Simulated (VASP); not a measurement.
# Al2InN3 (P1) in VASP: relaxation of cell and atoms with PBE

Aim: the relaxation of cell and atoms of Al2InN3 with PBE.

Everything below comes from runs of VASP 6.6.1. Logs are shortened: lines on timing, memory, paths and dates and some standing lists are left out, and cuts for length are marked.

## 1. The crystal as given

The typed cell holds 12 atoms: a = 5.796 Å, b = 5.687 Å, c = 5.276 Å, α = 90.59°, β = 90.09°, γ = 58.95°.

The cell was built by a generator and needn't be a form met in nature.

## 2. Relaxation of cell and atoms, PBE

Contents of INCAR:

```
SYSTEM = Al2InN3
PREC = Normal
ENCUT = 520
EDIFF = 1E-5
ISMEAR = 0
SIGMA = 0.05
LREAL = Auto
LASPH = .TRUE.
NELM = 80
ALGO = Fast
ISIF = 3
LWAVE = .FALSE.
LCHARG = .FALSE.
GGA = PE
IBRION = 2
NSW = 110
EDIFFG = -0.03
ISYM = 0
```

Contents of KPOINTS:

```
regular mesh
0
G
  4 4 3
  0 0 0
```

Contents of POSCAR:

```
Al2InN3
1.0
    5.0297836800     -2.8802177200     -0.0046778000
    4.9667059200      2.7704697500     -0.0295504300
   -0.0182598500     -0.0230863200      5.2755024300
Al In N
4 2 6
Direct
    0.1404622900      0.5018414900      0.4816193200
    0.5039244100      0.8372985100      0.5086777500
    0.8044852300      0.5276712600      0.9797978400
    0.5119484900      0.1445162800      0.0298660300
    0.8264618000      0.1731382700      0.4918843500
    0.1377258400      0.8284410300      0.9558140400
    0.7706336600      0.5671762700      0.3512840500
    0.5079214100      0.0804230300      0.3244777300
    0.2166714600      0.8033558700      0.3947553800
    0.8340776300      0.1871870800      0.9021983800
    0.1810693100      0.4619573100      0.8611931700
    0.5441956100      0.8201650400      0.8865413500
```

Potentials or basis: VASP PAW PBE potentials, release 64 (Al, In_d, N).

Launch:

```bash
$ cat potpaw_PBE.64/Al/POTCAR potpaw_PBE.64/In_d/POTCAR potpaw_PBE.64/N/POTCAR > POTCAR
$ mpirun -np 1 vasp_std > vasp.out
```

OUTCAR:

```text
SYSTEM = Al2InN3
   PREC = Normal
   ENCUT = 520
   EDIFF = 1E-5
   ISMEAR = 0
   LREAL = Auto
   LASPH = .TRUE.
   NELM = 80
   ISIF = 3
   GGA = PE
   IBRION = 2
   NSW = 110
   EDIFFG = -0.03
   ISYM = 0

 ion  position               nearest neighbor table
   1  0.140  0.502  0.482-  11 2.02   9 2.04   7 2.09   8 2.38   6 3.10   4 3.14   2 3.16   5 3.21
                             3 3.23   3 3.24   2 3.25   5 3.27   6 3.35   5 3.41
   2  0.504  0.837  0.509-   8 1.71   7 1.72   9 1.87  12 2.00   3 3.04   4 3.10   1 3.16   6 3.19
                             5 3.24   1 3.25   4 3.26   3 3.27   5 3.29   5 3.37   6 3.62
   3  0.804  0.528  0.980-  12 1.65  10 1.89   7 1.97  11 2.11   4 3.02   2 3.04   6 3.18   5 3.21
                             1 3.23   1 3.24   2 3.27   6 3.33   5 3.35   6 3.41
   4  0.512  0.145  0.030-   8 1.60  12 1.90  11 2.05  10 2.12   3 3.02   5 3.09   2 3.10   6 3.13
                             1 3.14   2 3.26   6 3.36   5 3.43   6 3.48
   5  0.826  0.173  0.492-  10 2.17   9 2.21   7 2.23   8 2.34   6 3.09   4 3.09   1 3.21   3 3.21
                             2 3.24   1 3.27   2 3.29   3 3.35   2 3.37   6 3.37   1 3.41   4 3.43
   6  0.138  0.828  0.956-  10 1.91  11 2.02   9 2.35  12 2.36   5 3.09   1 3.10   4 3.13   3 3.18
                             2 3.19   3 3.33   1 3.35   4 3.36   5 3.37   3 3.41   4 3.48   2 3.62
   7  0.771  0.567  0.351-   2 1.72   3 1.97   1 2.09   5 2.23
   8  0.508  0.080  0.324-   4 1.60   2 1.71   5 2.34   1 2.38
   9  0.217  0.803  0.395-   2 1.87   1 2.04   5 2.21   6 2.35
  10  0.834  0.187  0.902-   3 1.89   6 1.91   4 2.12   5 2.17
  11  0.181  0.462  0.861-   1 2.02   6 2.02   4 2.05   3 2.11
  12  0.544  0.820  0.887-   3 1.65   4 1.90   2 2.00   6 2.36

IMPORTANT INFORMATION: All symmetrisations will be switched off!
NOSYMM: (Re-)initialisation of all symmetry stuff for point group C_1.

----------------------------------------------------------------------------------------

                                     Primitive cell

  volume of cell :     148.9758

  direct lattice vectors                    reciprocal lattice vectors
     5.029783680 -2.880217720 -0.004677800     0.098102758 -0.175876405 -0.000430101
     4.966705920  2.770469750 -0.029550430     0.101994436  0.178113151  0.001132476
    -0.018259850 -0.023086320  5.275502430     0.000658304  0.000841741  0.189561367

  length of vectors
     5.796067621  5.687226350  5.275584545     0.201387303  0.205252142  0.189564379

  position of ions in fractional coordinates (direct lattice)
     0.140462290  0.501841490  0.481619320
     0.503924410  0.837298510  0.508677750
     0.804485230  0.527671260  0.979797840
     0.511948490  0.144516280  0.029866030
     0.826461800  0.173138270  0.491884350
     0.137725840  0.828441030  0.955814040
     0.770633660  0.567176270  0.351284050
     0.507921410  0.080423030  0.324477730
     0.216671460  0.803355870  0.394755380
     0.834077630  0.187187080  0.902198380
     0.181069310  0.461957310  0.861193170
     0.544195610  0.820165040  0.886541350

  ion indices of the primitive-cell ions
   primitive index   ion index
                 1           1
                 2           2
                 3           3
                 4           4
                 5           5
                 6           6
                 7           7
                 8           8
                 9           9
                10          10
                11          11
                12          12

----------------------------------------------------------------------------------------

 KPOINTS: regular mesh

Automatic generation of k-mesh.
 Grid dimensions read from file:
 generate k-points for:    4    4    3

 Generating k-lattice:

  Cartesian coordinates                     Fractional coordinates (reciprocal lattice)
     0.024525689 -0.043969101 -0.000107525     0.250000000 -0.000000000  0.000000000
     0.025498609  0.044528288  0.000283119     0.000000000  0.250000000  0.000000000
     0.000219435  0.000280580  0.063187122     0.000000000  0.000000000  0.333333333

  Length of vectors
     0.050346826  0.051313036  0.063188126

  Shift w.r.t. Gamma in fractional coordinates (k-lattice)
     0.000000000  0.000000000  0.000000000

 Subroutine IBZKPT returns following result:
 ===========================================

 Found     26 irreducible k-points:

 Following reciprocal coordinates:
            Coordinates               Weight
  0.000000  0.000000  0.000000      1.000000
  0.250000  0.000000  0.000000      2.000000
  0.500000  0.000000  0.000000      1.000000
 -0.000000  0.250000  0.000000      2.000000
  0.250000  0.250000 -0.000000      2.000000
  0.500000  0.250000 -0.000000      2.000000
[... 16 lines left out ...]
  0.000000 -0.250000  0.333333      2.000000
  0.250000 -0.250000  0.333333      2.000000
 [... further k-points ...]
   k-points           NKPTS =     26   k-points in BZ     NKDIM =     26   number of bands    NBANDS=     41
   number of dos      NEDOS =    301   number of ions     NIONS =     12
   total plane-waves  NPLWV =  30720
   dimension x,y,z NGX =    32 NGY =   32 NGZ =   30
   dimension x,y,z NGXF=    64 NGYF=   64 NGZF=   60
   ions per type =               4   2   6
   NGX,Y,Z   is equivalent  to a cutoff of   9.18,  9.35,  9.45 a.u.
   NGXF,Y,Z  is equivalent  to a cutoff of  18.36, 18.71, 18.91 a.u.
 SYSTEM =  Al2InN3
   PREC   = normal    normal or accurate (medium, high low for compatibility)
   ISTART =      0    job   : 0-new  1-cont  2-samecut
   ICHARG =      2    charge: 1-file 2-atom 10-const
   ISPIN  =      1    spin polarized calculation?
   LNONCOLLINEAR =      F non collinear calculations
   LSORBIT =      F    spin-orbit coupling
   LASPH  =      T    aspherical Exc in radial PAW
   ENCUT  =  520.0 eV  38.22 Ry    6.18 a.u.  10.78 10.57  9.81*2*pi/ulx,y,z
   NELM   =     80;   NELMIN=  2; NELMDL= -5     # of ELM steps
   EDIFF  = 0.1E-04   stopping-criterion for ELM
   LREAL  =      T    real-space projection
   EDIFFG = -.3E-01   stopping-criterion for IOM
   NSW    =    110    number of steps for IOM
   IBRION =      2    ionic relax: 0-MD 1-quasi-New 2-CG
   NFREE  =      1    steps in history (QN), initial steepest desc. (CG)
   ISIF   =      3    stress and relaxation
   ISYM   =      0    0-nonsym 1-usesym 2-fastsym
   POTIM  = 0.5000    time-step for ionic-motion
   TEBEG  =    0.0;   TEEND  =   0.0 temperature during run
   PSTRESS=    0.0 pullay stress
   NELECT =      68.0000    total number of electrons
   NUPDOWN=      -1.0000    fix difference up-down
   EMIN   =  10.00;   EMAX   =-10.00  energy-range for DOS
   EFERMI =   0.00;   METHOD = LEGACY
   ISMEAR =     0;   SIGMA  =   0.05  broadening in eV -4-tet -1-fermi 0-gaus
   EFERMI_NEDOS =   21; number of points for ismear=-14 and -15
   IALGO  =     68    algorithm
   IMIX   =      4    mixing-type and parameters
     AMIX     =   0.40;   BMIX     =  1.00
     AMIX_MAG =   1.60;   BMIX_MAG =  1.00
  volume/ion in A,a.u.               =      12.41        83.78
  Fermi-wavevector in a.u.,A,eV,Ry     =   1.260489  2.381980 21.617395  1.588834
  Thomas-Fermi vector in A             =   2.393996
   LORBIT       =      0    0 simple, 1 ext, 2 COOP (PROOUT), +10 PAW based schemes
   GGA     = PE    functional components
   LHFCALC =     F    Hartree Fock is set to
   AEXX    =    0.0000 exact exchange contribution
   IVDW    =     0    specifies the selected vdW correction
   LEPSILON=     F    determine dielectric tensor
   LRPA    =     F    only Hartree local field effects (RPA)
 conjugate gradient relaxation of ions
 non-spin polarized calculation
 RMM-DIIS sequential band-by-band and
 Gauss-broadening in eV      SIGMA  =   0.05
  energy-cutoff  :      520.00
  volume of cell :      148.98
 maximum number of plane-waves:      4039
   NGX = 21   NGY = 21   NGZ = 19

--------------------------------------- Ionic step        1  -------------------------------------------

 number of electron      67.9999954 magnetization

 Free energy of the ion-electron system (eV)
  ---------------------------------------------------
  ext. energy  EPLUGINS =         0.00000000
  ---------------------------------------------------
  free energy    TOTEN  =       -75.36305894 eV

  energy without entropy =      -75.36305894  energy(sigma->0) =      -75.36305894

------------------------ aborting loop because EDIFF is reached ----------------------------------------

  FORCE on cell =-STRESS in cart. coord.  units (eV):
  Direction    XX          YY          ZZ          XY          YZ          ZX
  --------------------------------------------------------------------------------------
  -------------------------------------------------------------------------------------
  Total       -2.4741193     17.4499893      9.9722619      9.0140642     -2.6455701     -3.5681817
  in kB      -26.6081979    187.6679008    107.2478280     96.9427817    -28.4520851    -38.3744173
  external PRESSURE =      89.4358436 kB  Pullay stress =       0.0000000 kB
[... 119 lines left out ...]
  FREE ENERGIE OF THE ION-ELECTRON SYSTEM (eV)
  ---------------------------------------------------
  free  energy   TOTEN  =       -79.0072739301 eV

  energy  without entropy=      -79.0072739301  energy(sigma->0) =      -79.00727393

[... ionic steps 4 to 14 ...]

--------------------------------------- Ionic step       15  -------------------------------------------

 number of electron      68.0000013 magnetization

------------------------ aborting loop because EDIFF is reached ----------------------------------------

  FORCE on cell =-STRESS in cart. coord.  units (eV):
  Direction    XX          YY          ZZ          XY          YZ          ZX
  --------------------------------------------------------------------------------------
  -------------------------------------------------------------------------------------
  Total       -0.0405126     -0.0613712     -0.0217817     -0.0743632     -0.0179471     -0.0251306
  in kB       -0.4447222     -0.6736958     -0.2391066     -0.8163142     -0.1970123     -0.2758687
  external PRESSURE =      -0.4525082 kB  Pullay stress =       0.0000000 kB
[... 77 lines left out ...]
  energy  without entropy=      -80.8279906049  energy(sigma->0) =      -80.82799060

--------------------------------------- Ionic step       17  -------------------------------------------

 number of electron      68.0000011 magnetization

 Free energy of the ion-electron system (eV)
  ---------------------------------------------------
  ext. energy  EPLUGINS =         0.00000000
  ---------------------------------------------------
  free energy    TOTEN  =       -80.82825408 eV

  energy without entropy =      -80.82825408  energy(sigma->0) =      -80.82825408

 E-fermi :   6.3363     XC(G=0): -10.8572

 val. band max:        6.0742133939   @ k =   0.0000   0.0000   0.0000
 cond. band min:       8.2315658584   @ k =   0.0000   0.0000   0.0000
 fundamental gap:      2.1573524645
 Fermi energy:         6.3362749453

 k-point     1 :       0.0000    0.0000    0.0000
  band No.  band energies     occupation
      1      -8.6018      2.00000
      2      -8.0585      2.00000
      3      -7.7330      2.00000
      4      -7.5448      2.00000
      5      -7.5003      2.00000
      6      -7.3696      2.00000
[... 1045 lines left out ...]
     40      12.1936      0.00000
     41      13.0145      0.00000

 [... further k-points ...]
[... 5 lines left out ...]
  --------------------------------------------------------------------------------------
  -------------------------------------------------------------------------------------
  Total        0.0396993     -0.0473167     -0.0017846      0.0125023      0.0037051     -0.0172883
  in kB        0.4359135     -0.5195561     -0.0195960      0.1372802      0.0406833     -0.1898323
  external PRESSURE =      -0.0344128 kB  Pullay stress =       0.0000000 kB
[... 27 lines left out ...]
  FREE ENERGIE OF THE ION-ELECTRON SYSTEM (eV)
  ---------------------------------------------------
  free  energy   TOTEN  =       -80.8282540793 eV

  energy  without entropy=      -80.8282540793  energy(sigma->0) =      -80.82825408

 reached required accuracy - stopping structural energy minimisation
```

Run time: 12 min. Hardware: 1 thread of Intel Xeon Platinum 8488C (Sapphire Rapids), shared host; peak memory 0.24 GiB.

Results:

```yaml
Free_energy: -80.8283 eV
Relaxed_volume: 12.16 Å³/atom
Relaxed_cell: a = 5.673 Å, b = 5.671 Å, c = 5.248 Å, α = 89.98°, β = 89.98°, γ = 59.80°
Space_group_after_relaxing_to_0.05_Å: Cmc2_1 (No. 36)
Energy_gained_by_relaxing: 455.4 meV/atom
Ionic_steps: 17
Pressure_after_relaxing: 0.0 GPa
Largest_force_after_relaxing: 0.020 eV/Å
Band_gap_on_the_k_mesh: 2.16 eV, direct
```

Forces in eV/Å, atoms in the order of the input:
```
Al   0.008  0.003 -0.011
Al   0.010  0.004  0.014
Al  -0.004 -0.001  0.005
Al  -0.004 -0.017  0.001
In  -0.006  0.010 -0.003
In   0.009 -0.005  0.011
N    0.008  0.012 -0.008
N    0.017  0.005 -0.008
N   -0.004  0.007 -0.004
N   -0.016 -0.012 -0.003
N   -0.008 -0.009  0.000
N   -0.010  0.002  0.007
```

Step by step:
| step | energy change (eV) | largest force (eV/Å) | pressure (GPa) | volume (Å³) |
| --- | --- | --- | --- | --- |
| 1 | 0.0000 | 8.4165 | 8.94 | 148.98 |
| 2 | -2.1601 | 5.0226 | -8.62 | 163.92 |
| 3 | -3.6442 | 3.4200 | -7.91 | 156.35 |
| 4 | -4.9511 | 2.0147 | 0.92 | 145.72 |
| 5 | -4.9510 | 2.0150 | 1.23 | 145.64 |
| 6 | -5.3410 | 0.9775 | 1.88 | 144.50 |
| 7 | -5.3582 | 0.8363 | 1.55 | 144.69 |
| 8 | -5.4385 | 0.3610 | -0.88 | 146.75 |
| 9 | -5.4392 | 0.3744 | -1.16 | 146.97 |
| 10 | -5.4591 | 0.1584 | 0.16 | 145.79 |
| 11 | -5.4598 | 0.1448 | 0.46 | 145.55 |
| 12 | -5.4640 | 0.0685 | 0.02 | 145.97 |
| 13 | -5.4639 | 0.0835 | -0.17 | 146.04 |
| 14 | -5.4640 | 0.0797 | -0.10 | 146.01 |
| 15 | -5.4649 | 0.0424 | -0.05 | 145.95 |
| 16 | -5.4649 | 0.0495 | -0.01 | 145.94 |
| 17 | -5.4652 | 0.0198 | 0.00 | 145.91 |

Final structure:
```cif
data_structure
_symmetry_space_group_name_H-M 'P 1'
_symmetry_Int_Tables_number 1
_cell_length_a 5.6730
_cell_length_b 5.6708
_cell_length_c 5.2476
_cell_angle_alpha 89.983
_cell_angle_beta 89.980
_cell_angle_gamma 59.805
_cell_volume 145.91
loop_
_atom_site_label
_atom_site_type_symbol
_atom_site_fract_x
_atom_site_fract_y
_atom_site_fract_z
_atom_site_occupancy
Al1 Al 0.16333 0.48549 0.49131 1
Al2 Al 0.50685 0.82871 0.49091 1
Al3 Al 0.83314 0.50347 0.99113 1
Al4 Al 0.48958 0.16023 0.99111 1
In1 In 0.82047 0.17149 0.48597 1
In2 In 0.17639 0.81716 0.98598 1
N1 N 0.83207 0.53074 0.35520 1
N2 N 0.46114 0.16029 0.35504 1
N3 N 0.20057 0.79178 0.40571 1
N4 N 0.79607 0.19715 0.90576 1
N5 N 0.16452 0.45810 0.85519 1
N6 N 0.53545 0.82857 0.85481 1
```

Caveat: spin-orbit coupling is left out, which moves the levels of the heavy elements.
